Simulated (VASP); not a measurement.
# MnIn11As12 (a cell with a defect) in VASP: a series of runs, part 2 of 3

VASP 6.6.1.

## (3) Single point, PBEsol+U, collinear spin, ferromagnetic start

Contents of INCAR:

```
SYSTEM = MnIn11As12
PREC = Accurate ; ENCUT = 350
EDIFF = 1E-5 ; ISMEAR = 0
SIGMA = 0.03 ; LREAL = Auto
LASPH = .TRUE. ; NELM = 120
ALGO = Normal ; ISIF = 2
LWAVE = .FALSE. ; LCHARG = .FALSE.
ISPIN = 2 ; MAGMOM = 4 0 0 0 0 0 0 0 0 0 0 0 0 0 0 0 0 0 0 0 0 0 0 0
LORBIT = 11 ; LMAXMIX = 4
LDAU = .TRUE. ; LDAUTYPE = 2
LDAUL = 2 -1 -1 ; LDAUU = 3.5 0 0
LDAUJ = 0 0 0 ; LDAUPRINT = 1
GGA = PS ; ISYM = 0
```

Contents of KPOINTS:

```
Automatic mesh
0
G
  2 2 2
  0 0 0
```

Contents of POSCAR:

```
MnIn11As12                              
1.0
    0.0000000000      9.0870000000      9.0870000000
    6.0580000000      0.0000000000      6.0580000000
    6.0580000000      6.0580000000      0.0000000000
  Mn              In              As            
     1    11    12
Direct
     0.0007394692045569    0.0005139464997697    0.9989236872679456
     0.0022548591339791    0.0019528437463124    0.4983136725807635
     0.0027168698038575    0.4972374300141095    0.0019872009239870
     0.0018907145960270    0.4982728550887454    0.4960152000839403
     0.3310749929299384    0.9995439210295362    0.0008766237340515
     0.3313621071038940    0.0010967155898606    0.4983171946799432
     0.3315784771922404    0.5023828166538321    0.9993935667621129
     0.3323366983402285    0.4995052755867050    0.5009797176941382
     0.6680477945803255    0.0023525592468603    0.0026933409405118
     0.6670091472547590    0.0021665742552928    0.4976648795123144
     0.6688220441446885    0.4954538037059549    0.0013440771110855
     0.6685830862036654    0.4989966819403980    0.4994898704931391
     0.0811517997963950    0.1207205933720098    0.1219436535204007
     0.0818771233123042    0.1214639573476803    0.6358210277152909
     0.0822048555817859    0.6373783731349213    0.1192987647295799
     0.0824408808220147    0.6252477864582121    0.6253180539152977
     0.4175453613172774    0.1257246778875324    0.1222157360485533
     0.4168185274280001    0.1236576616067958    0.6246885218889231
     0.4183097168854154    0.6233707127721266    0.1250069210678110
     0.4182265721358472    0.6245715758543722    0.6231364476498457
     0.7606315221735948    0.1199614752869656    0.1223825283031281
     0.7517357890824033    0.1233828692420891    0.6261916364055071
     0.7520356172049760    0.6254996789934377    0.1237150483471192
     0.7514899737718217    0.6253432146864594    0.6246906286246265
```

Potentials or basis: VASP PAW PBE potentials, release 64 (Mn_pv, In_d, As).

Run with:

```sh
$ cat potpaw_PBE.64/Mn_pv/POTCAR potpaw_PBE.64/In_d/POTCAR potpaw_PBE.64/As/POTCAR > POTCAR
$ mpirun -np 1 vasp_std > vasp.out
```

It took 20 min on 1 thread of AMD EPYC 9R45 (Zen 5), shared host; peak memory 0.96 GiB.

The run converged. Its results:

```yaml
Free_energy: -104.9624 eV
Pressure: 0.0 GPa
Largest_force: 0.108 eV/Å
Band_gap_on_the_k_mesh: none (metal or under the smearing width)
Net_moment: 4.60 μB per cell
Site_moments: Mn +4.35; In +0.01, +0.00; As -0.05, -0.06, -0.01, +0.00, +0.01, -0.02 μB
Valence_electrons_inside_the_program's_atomic_spheres: Mn 11.39; In 11.45, 11.46; As 2.80, 2.81
```

Forces on the atoms (eV/Å):
```
Mn  -0.018  0.049  0.043
In  -0.012 -0.012  0.085
In   0.001  0.084 -0.013
In  -0.088  0.016  0.010
In   0.068  0.006  0.010
In   0.018 -0.041  0.015
In   0.001  0.025 -0.061
In  -0.018  0.001  0.001
In   0.056  0.030  0.014
In  -0.033 -0.042  0.031
In  -0.009  0.039 -0.043
In  -0.007 -0.011  0.001
As   0.014 -0.002  0.012
As  -0.002 -0.030  0.000
As   0.004 -0.002 -0.041
As  -0.003  0.009  0.014
As  -0.024  0.015  0.000
As  -0.007  0.010 -0.005
As  -0.006 -0.024  0.016
As   0.015  0.001  0.007
As   0.030 -0.086 -0.058
As   0.005 -0.014 -0.012
As  -0.005 -0.018 -0.013
As   0.018 -0.003 -0.013
```

Stress tensor (GPa, compression positive):
```
 0.04  0.05  0.03
 0.05  0.02 -0.05
 0.03 -0.05  0.03
```

Levels at points of the mesh, in eV from the Fermi level:
Spin up:
| k point | band 107 | band 108 | band 109 | band 110 | band 111 | band 112 | band 113 | band 114 | band 115 | band 116 |
| --- | --- | --- | --- | --- | --- | --- | --- | --- | --- | --- |
| (0.00, 0.00, 0.00) | -0.33 | -0.32 | 0.01 | 0.36 | 0.43 | 0.44 | 1.08 | 1.14 | 1.23 | 1.47 |
| (0.50, 0.00, 0.00) | -0.62 | -0.11 | -0.11 | 0.26 | 0.26 | 1.07 | 1.16 | 1.40 | 1.53 | 1.70 |
| (0.00, 0.50, 0.00) | -0.83 | -0.37 | -0.35 | -0.07 | -0.01 | 1.37 | 1.50 | 2.36 | 2.40 | 2.42 |
| (0.00, 0.00, 0.50) | -0.83 | -0.38 | -0.35 | -0.07 | -0.01 | 1.37 | 1.51 | 2.37 | 2.39 | 2.41 |
| (0.50, 0.00, 0.50) | -0.88 | -0.80 | -0.57 | -0.48 | -0.15 | 2.37 | 2.40 | 2.42 | 2.46 | 2.50 |
| (0.50, 0.50, 0.00) | -0.88 | -0.81 | -0.55 | -0.48 | -0.15 | 2.37 | 2.40 | 2.42 | 2.47 | 2.49 |
| (0.00, 0.50, 0.50) | -0.86 | -0.80 | -0.49 | -0.32 | 0.00 | 1.82 | 1.89 | 2.39 | 2.43 | 2.48 |
| (0.50, 0.50, 0.50) | -0.75 | -0.57 | -0.53 | -0.26 | -0.18 | 1.95 | 2.00 | 2.40 | 2.48 | 2.72 |
Spin down:
| k point | band 102 | band 103 | band 104 | band 105 | band 106 | band 107 | band 108 | band 109 | band 110 | band 111 |
| --- | --- | --- | --- | --- | --- | --- | --- | --- | --- | --- |
| (0.00, 0.00, 0.00) | -0.58 | -0.57 | 0.00 | 0.05 | 0.05 | 0.07 | 1.08 | 1.16 | 1.23 | 1.53 |
| (0.50, 0.00, 0.00) | -0.79 | -0.32 | -0.32 | -0.11 | -0.11 | 1.03 | 1.17 | 1.29 | 1.57 | 1.65 |
| (0.00, 0.50, 0.00) | -1.05 | -0.54 | -0.51 | -0.38 | -0.36 | 1.35 | 1.54 | 1.94 | 2.11 | 2.31 |
| (0.00, 0.00, 0.50) | -1.05 | -0.54 | -0.51 | -0.38 | -0.36 | 1.35 | 1.54 | 1.94 | 2.11 | 2.31 |
| (0.50, 0.00, 0.50) | -1.01 | -0.90 | -0.85 | -0.59 | -0.54 | 1.84 | 2.05 | 2.24 | 2.26 | 2.38 |
| (0.50, 0.50, 0.00) | -1.02 | -0.89 | -0.85 | -0.59 | -0.54 | 1.85 | 2.05 | 2.25 | 2.27 | 2.39 |
| (0.00, 0.50, 0.50) | -1.04 | -0.87 | -0.82 | -0.47 | -0.35 | 1.69 | 1.84 | 1.98 | 2.17 | 2.26 |
| (0.50, 0.50, 0.50) | -0.85 | -0.70 | -0.68 | -0.55 | -0.54 | 1.68 | 1.99 | 2.13 | 2.18 | 2.27 |

Eigenvalues of the final occupation matrices:
```csv
site,spin,trace,eigenvalues
site 1 d,1,4.57,0.91 0.91 0.92 0.92 0.92
site 1 d,2,0.31,0.02 0.02 0.09 0.09 0.09
```

Caveat: the k mesh is coarse (spacing up to 0.45 Å⁻¹), so the values aren't converged; the PAW data sets were made with another functional, which shifts forces and pressure a little; only a ferromagnetic start was run, and an antiferromagnetic order may lie lower in energy; the U is typed as a test and isn't derived for this compound. The state reached can hang on the start; a lower one may exist.

## (4) Single point, PBEsol+U, collinear spin, ferromagnetic start

Contents of INCAR:

```
SYSTEM = MnIn11As12
PREC = Accurate ; ENCUT = 350
EDIFF = 1E-5 ; ISMEAR = 0
SIGMA = 0.03 ; LREAL = Auto
LASPH = .TRUE. ; NELM = 120
ALGO = Normal ; ISIF = 2
LWAVE = .FALSE. ; LCHARG = .FALSE.
ISPIN = 2 ; MAGMOM = 4 0 0 0 0 0 0 0 0 0 0 0 0 0 0 0 0 0 0 0 0 0 0 0
LORBIT = 11 ; NUPDOWN = 4
LMAXMIX = 4 ; LDAU = .TRUE.
LDAUTYPE = 2 ; LDAUL = 2 -1 -1
LDAUU = 5.5 0 0 ; LDAUJ = 0 0 0
LDAUPRINT = 1 ; GGA = PS
ISYM = 0
```

KPOINTS is that of step 3.

POSCAR is that of step 3.

Run with:

```sh
$ cat potpaw_PBE.64/Mn_pv/POTCAR potpaw_PBE.64/In_d/POTCAR potpaw_PBE.64/As/POTCAR > POTCAR
$ mpirun -np 1 vasp_std > vasp.out
```

Run time: 20 min. Hardware: 1 thread of AMD EPYC 9R45 (Zen 5), shared host; peak memory 0.95 GiB.

It converged, with:

| Property | Result |
| --- | --- |
| Free energy | -104.3266 eV |
| Pressure | 0.3 GPa |
| Largest force | 0.231 eV/Å |
| Net moment | 4.00 μB per cell |
| Site moments | Mn +4.49; In -0.00, +0.00, -0.01; As -0.08, -0.02, -0.03, -0.06 μB |
| Valence electrons inside the program's atomic spheres | Mn 11.39; In 11.45, 11.46; As 2.80, 2.81 |

Forces in eV/Å, atoms in the order of the input:
```
Mn  -0.006  0.020  0.017
In  -0.017 -0.008  0.047
In  -0.003  0.045 -0.007
In  -0.045  0.014  0.007
In   0.050 -0.011 -0.005
In   0.025 -0.034 -0.010
In   0.007 -0.001 -0.051
In  -0.007 -0.002  0.001
In   0.036  0.005 -0.008
In  -0.015 -0.039  0.002
In   0.010  0.008 -0.038
In   0.004 -0.019 -0.005
As   0.118  0.123  0.133
As  -0.124 -0.122  0.122
As  -0.119  0.120 -0.134
As  -0.003  0.014  0.018
As  -0.028  0.030  0.012
As  -0.007  0.022  0.011
As  -0.006 -0.006  0.026
As   0.006  0.004  0.009
As   0.114 -0.153 -0.130
As   0.007 -0.009  0.000
As  -0.004 -0.004 -0.010
As   0.006  0.003 -0.007
```

Stress tensor (GPa, compression positive):
```
 0.32  0.04  0.01
 0.04  0.27 -0.06
 0.01 -0.06  0.27
```

Eigenvalues of the final occupation matrices:
```csv
site,spin,trace,eigenvalues
site 1 d,1,4.63,0.92 0.92 0.93 0.93 0.93
site 1 d,2,0.23,0.01 0.01 0.07 0.07 0.07
```

Caveat: the k mesh is coarse (spacing up to 0.45 Å⁻¹), so the values aren't converged; the PAW data sets were made with another functional, which shifts forces and pressure a little; the total moment is fixed, so each spin has its own Fermi level; only a ferromagnetic start was run, and an antiferromagnetic order may lie lower in energy; the U is typed as a test and isn't derived for this compound. The state reached can hang on the start; a lower one may exist.

## (5) Single point, PBEsol+U, collinear spin, ferromagnetic start

INCAR: that of step 4 with these lines changed.

```diff
@@ -11,3 +11,3 @@
 LDAUTYPE = 2 ; LDAUL = 2 -1 -1
-LDAUU = 5.5 0 0 ; LDAUJ = 0 0 0
+LDAUU = 3.5 0 0 ; LDAUJ = 0 0 0
 LDAUPRINT = 1 ; GGA = PS
```

Contents of KPOINTS:

```
Automatic mesh
0
G
  2 3 3
  0 0 0
```

POSCAR is that of step 4.

Potentials or basis: VASP PAW PBE potentials, release 64 (Mn_pv, In_d, As).

Run with:

```sh
$ cat potpaw_PBE.64/Mn_pv/POTCAR potpaw_PBE.64/In_d/POTCAR potpaw_PBE.64/As/POTCAR > POTCAR
$ mpirun -np 1 vasp_std > vasp.out
```

OUTCAR:

```text
SYSTEM = MnIn11As12
   PREC = Accurate
   ENCUT = 350
   EDIFF = 1E-5
   ISMEAR = 0
   LREAL = Auto
   LASPH = .TRUE.
   NELM = 120
   ISIF = 2
   ISPIN = 2
   LORBIT = 11
   NUPDOWN = 4
   GGA = PS
   ISYM = 0

 ion  position               nearest neighbor table
   1  0.001  0.001  0.999-  21 2.52  14 2.54  15 2.54  13 2.55
   2  0.002  0.002  0.498-  22 2.63  13 2.63  14 2.63  16 2.64
   3  0.003  0.497  0.002-  23 2.63  16 2.64  13 2.64  15 2.64
   4  0.002  0.498  0.496-  24 2.63  15 2.64  14 2.64  16 2.64
   5  0.331  1.000  0.001-  13 2.62  18 2.63  19 2.63  17 2.64
   6  0.331  0.001  0.498-  14 2.62  17 2.63  20 2.63  18 2.64
[... 16 lines left out ...]
  23  0.752  0.625  0.124-  12 2.63   3 2.63   9 2.64  11 2.64
  24  0.751  0.625  0.625-   4 2.63  12 2.63  11 2.63  10 2.64

IMPORTANT INFORMATION: All symmetrisations will be switched off!
NOSYMM: (Re-)initialisation of all symmetry stuff for point group C_1.

----------------------------------------------------------------------------------------

                                     Primitive cell

  volume of cell :     666.9742

  direct lattice vectors                    reciprocal lattice vectors
     0.000000000  9.087000000  9.087000000    -0.055023660  0.055023660  0.055023660
     6.058000000  0.000000000  6.058000000     0.082535490 -0.082535490  0.082535490
     6.058000000  6.058000000  0.000000000     0.082535490  0.082535490 -0.082535490

  length of vectors
    12.850958641  8.567305761  8.567305761     0.095303775  0.142955663  0.142955663

  position of ions in fractional coordinates (direct lattice)
     0.000739469  0.000513946  0.998923687
     0.002254859  0.001952844  0.498313673
     0.002716870  0.497237430  0.001987201
     0.001890715  0.498272855  0.496015200
     0.331074993  0.999543921  0.000876624
     0.331362107  0.001096716  0.498317195
[... 16 lines left out ...]
     0.752035617  0.625499679  0.123715048
     0.751489974  0.625343215  0.624690629

  ion indices of the primitive-cell ions
   primitive index   ion index
                 1           1
                 2           2
                 3           3
                 4           4
                 5           5
                 6           6
[... 16 lines left out ...]
                23          23
                24          24

----------------------------------------------------------------------------------------

 KPOINTS: Automatic mesh

Automatic generation of k-mesh.
 Grid dimensions read from file:
 generate k-points for:    2    3    3

 Generating k-lattice:

  Cartesian coordinates                     Fractional coordinates (reciprocal lattice)
    -0.027511830  0.027511830  0.027511830     0.500000000  0.000000000  0.000000000
     0.027511830 -0.027511830  0.027511830     0.000000000  0.333333333  0.000000000
     0.027511830  0.027511830 -0.027511830     0.000000000  0.000000000  0.333333333

  Length of vectors
     0.047651888  0.047651888  0.047651888

[... 108 lines left out ...]
  o =  0.0883  v =  0.0000  0.0000  0.0000  0.0000  0.0000  0.2544  0.8491 -0.0053  0.4628 -0.0026      0.0000  0.0000  0.0000  0.0000  0.0000  0.0000  0.0000  0.0000  0.0000  0.0000
  o =  0.0896  v =  0.0000  0.0000  0.0000  0.0000  0.0000  0.8188  0.0656  0.0082 -0.5703  0.0012      0.0000  0.0000  0.0000  0.0000  0.0000  0.0000  0.0000  0.0000  0.0000  0.0000
  o =  0.0936  v =  0.0000  0.0000  0.0000  0.0000  0.0000 -0.5146  0.5240  0.0052 -0.6785  0.0143      0.0000  0.0000  0.0000  0.0000  0.0000  0.0000  0.0000  0.0000  0.0000  0.0000
  o =  0.9061  v =  0.6957  0.0348  0.0257 -0.7169  0.0139  0.0000  0.0000  0.0000  0.0000  0.0000      0.0000  0.0000  0.0000  0.0000  0.0000  0.0000  0.0000  0.0000  0.0000  0.0000
  o =  0.9077  v =  0.5001  0.6931  0.0047  0.5186 -0.0220  0.0000  0.0000  0.0000  0.0000  0.0000      0.0000  0.0000  0.0000  0.0000  0.0000  0.0000  0.0000  0.0000  0.0000  0.0000
  o =  0.9106  v =  0.5155 -0.7195 -0.0143  0.4651  0.0101  0.0000  0.0000  0.0000  0.0000  0.0000      0.0000  0.0000  0.0000  0.0000  0.0000  0.0000  0.0000  0.0000  0.0000  0.0000
  o =  0.9212  v =  0.0039 -0.0219 -0.0059 -0.0168 -0.9996  0.0000  0.0000  0.0000  0.0000  0.0000      0.0000  0.0000  0.0000  0.0000  0.0000  0.0000  0.0000  0.0000  0.0000  0.0000
  o =  0.9212  v =  0.0128  0.0146 -0.9995 -0.0225  0.0060  0.0000  0.0000  0.0000  0.0000  0.0000      0.0000  0.0000  0.0000  0.0000  0.0000  0.0000  0.0000  0.0000  0.0000  0.0000

 number of electron     215.9999985 magnetization       3.9999992

 Free energy of the ion-electron system (eV)
  ---------------------------------------------------
  ext. energy  EPLUGINS =         0.00000000
  ---------------------------------------------------
  free energy    TOTEN  =      -105.57298688 eV

  energy without entropy =     -105.56835443  energy(sigma->0) =     -105.57067066

 E-fermi :   4.0247     XC(G=0):  -9.2289

 val. band max:        4.0124754438   @ k =   0.0000   0.0000   0.0000
 cond. band min:       4.0265883412   @ k =   0.5000   0.3333   0.3333
 fundamental gap:      0.0141128975
 Fermi energy:         4.0002943021

 spin component 1

 k-point     1 :       0.0000    0.0000    0.0000
  band No.  band energies     occupation
      1     -46.2346      1.00000
      2     -46.2330      1.00000
      3     -46.2234      1.00000
      4     -10.3445      1.00000
      5     -10.3363      1.00000
      6     -10.3303      1.00000
[... 1219 lines left out ...]
    119       7.4430      0.00000
    120       7.4715      0.00000
 Fermi energy:         4.0246743214

 spin component 2

 k-point     1 :       0.0000    0.0000    0.0000
  band No.  band energies     occupation
      1     -41.6825      1.00000
      2     -41.6814      1.00000
      3     -41.6742      1.00000
      4     -10.3473      1.00000
      5     -10.3387      1.00000
      6     -10.3329      1.00000
[... 1219 lines left out ...]
    119       7.4731      0.00000
    120       7.5215      0.00000
 [bands above 120 left out]

------------------------ aborting loop because EDIFF is reached ----------------------------------------

  FORCE on cell =-STRESS in cart. coord.  units (eV):
  Direction    XX          YY          ZZ          XY          YZ          ZX
  --------------------------------------------------------------------------------------
  -------------------------------------------------------------------------------------
  Total        0.1591015      0.0098877      0.0191599     -0.4004330      0.2192056     -0.5071632
  in kB        0.3821870      0.0237518      0.0460252     -0.9619032      0.5265665     -1.2182860
  external PRESSURE =       0.1506546 kB  Pullay stress =       0.0000000 kB

 VOLUME and BASIS-vectors are now :
 -----------------------------------------------------------------------------
  energy-cutoff  :      350.00
  volume of cell :      666.97
      direct lattice vectors                 reciprocal lattice vectors
     0.000000000  9.087000000  9.087000000    -0.055023660  0.055023660  0.055023660
     6.058000000  0.000000000  6.058000000     0.082535490 -0.082535490  0.082535490
     6.058000000  6.058000000  0.000000000     0.082535490  0.082535490 -0.082535490

 POSITION                                       TOTAL-FORCE (eV/Angst)
 -----------------------------------------------------------------------------------
      6.05459      6.05820      0.00983        -0.028904      0.055873      0.050037
      3.03061      3.03927      0.03232        -0.012625      0.029477      0.074531
      3.02430      0.03673      3.03695        -0.000145      0.072584      0.027842
      6.02340      3.02204      3.03572        -0.063870      0.030709      0.025449
      6.06055      3.01379      9.06372         0.011666      0.044351      0.047064
      3.02545      6.02989      3.01773        -0.006074      0.026954      0.027156
[... 16 lines left out ...]
      4.53874      7.58321     10.62302         0.008728     -0.041289     -0.043881
      7.57271     10.61317     10.61712         0.024852     -0.025007     -0.034506
 -----------------------------------------------------------------------------------
    total drift:                               -0.023021     -0.000650      0.001816

  FREE ENERGIE OF THE ION-ELECTRON SYSTEM (eV)
  ---------------------------------------------------
  free  energy   TOTEN  =      -105.5729868774 eV

  energy  without entropy=     -105.5683544330  energy(sigma->0) =     -105.57067066

 total charge

# of ion       s       p       d       tot
------------------------------------------
    1        0.308   6.224   4.860  11.392
    2        0.850   0.720   9.883  11.453
    3        0.850   0.719   9.883  11.452
    4        0.850   0.718   9.883  11.451
    5        0.850   0.724   9.884  11.458
    6        0.849   0.726   9.884  11.459
[... 16 lines left out ...]
   23        1.225   1.549   0.021   2.795
   24        1.225   1.550   0.021   2.797
--------------------------------------------------
tot         24.362  32.771 113.839 170.973

 magnetization (x)

# of ion       s       p       d       tot
------------------------------------------
    1        0.042   0.047   4.246   4.336
    2        0.008   0.000  -0.004   0.004
    3        0.008   0.000  -0.004   0.004
    4        0.008  -0.000  -0.003   0.004
    5        0.005   0.001  -0.003   0.003
    6        0.004   0.001  -0.003   0.003
[... 16 lines left out ...]
   23        0.000  -0.018  -0.000  -0.018
   24        0.000  -0.016  -0.000  -0.016
--------------------------------------------------
tot          0.101  -0.406   4.231   3.926
```

Run time: 25 min. Hardware: 1 thread of AMD EPYC 9R45 (Zen 5), shared host; peak memory 1 GiB.

What came out:

```
Free energy                                           : -105.5730 eV
Pressure                                              : 0.0 GPa
Largest force                                         : 0.109 eV/Å
Net moment                                            : 4.00 μB per cell
Site moments                                          : Mn +4.34; In +0.00, -0.00; As -0.07, -0.02, -0.01, -0.06 μB
Valence electrons inside the program's atomic spheres : Mn 11.39; In 11.45, 11.46; As 2.79, 2.80
```

Forces in eV/Å, atoms in the order of the input:
```
Mn  -0.029  0.056  0.050
In  -0.013  0.029  0.075
In   0.000  0.073  0.028
In  -0.064  0.031  0.025
In   0.012  0.044  0.047
In  -0.006  0.027  0.027
In  -0.024  0.037  0.009
In  -0.013  0.027  0.028
In  -0.016  0.060  0.044
In  -0.038  0.036  0.031
In  -0.016  0.039  0.035
In  -0.007  0.014  0.028
As  -0.011 -0.053 -0.041
As   0.035 -0.029 -0.044
As   0.043 -0.047 -0.041
As  -0.003 -0.009 -0.004
As   0.027 -0.025 -0.040
As   0.005 -0.035 -0.026
As   0.008 -0.046 -0.031
As   0.035 -0.030 -0.025
As   0.022 -0.087 -0.061
As   0.018 -0.044 -0.035
As   0.009 -0.041 -0.044
As   0.025 -0.025 -0.035
```

Eigenvalues of the final occupation matrices:
```csv
site,spin,trace,eigenvalues
site 1 d,1,4.57,0.91 0.91 0.91 0.92 0.92
site 1 d,2,0.31,0.02 0.02 0.09 0.09 0.09
```

Caveat: the PAW data sets were made with another functional, which shifts forces and pressure a little; the total moment is fixed, so each spin has its own Fermi level; only a ferromagnetic start was run, and an antiferromagnetic order may lie lower in energy; the U is typed as a test and isn't derived for this compound. The state reached can hang on the start; a lower one may exist.

(Part 2 of 3 ends here.)
